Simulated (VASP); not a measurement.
A run of VASP 6.6.1:

INCAR

```
PREC = Accurate ; ENCUT = 600
EDIFF = 1E-7 ; ISMEAR = 0
SIGMA = 0.05 ; LREAL = F
LASPH = T ; NELM = 80
ALGO = Normal ; ISIF = 3
LWAVE = F ; LCHARG = F
METAGGA = R2SCAN ; LMIXTAU = T
IBRION = 2 ; NSW = 60
EDIFFG = -0.005
```

The input KPOINTS:

```
Automatic mesh
0
Gamma
  8 8 6
```

The input POSCAR:

```
CdBr
1.0
    3.3632311200      0.0000000000      0.0000000000
    0.0000000000      3.3632311200      0.0000000000
    0.0000000000      0.0000000000      4.8437139000
Cd Br
1 1
Direct
    0.0000000000      0.0000000000      0.0000000000
    0.5000000000      0.5000000000      0.5000000000
```

Potentials or basis: VASP PAW PBE potentials, release 64 (Cd, Br).

Launch:

```bash
$ cat potpaw_PBE.64/Cd/POTCAR potpaw_PBE.64/Br/POTCAR > POTCAR
$ mpirun -np 1 vasp_std > vasp.out
```

Hardware: 1 thread of Intel(R) Xeon(R) Platinum 8559C (Emerald Rapids), on a shared host.

How long does it take, and how much memory?

It took 18 min on 1 thread of Intel(R) Xeon(R) Platinum 8559C (Emerald Rapids), on a shared host, peak memory 0.23 GiB. Counts: scf iterations 167, k points 60, ion steps 14.
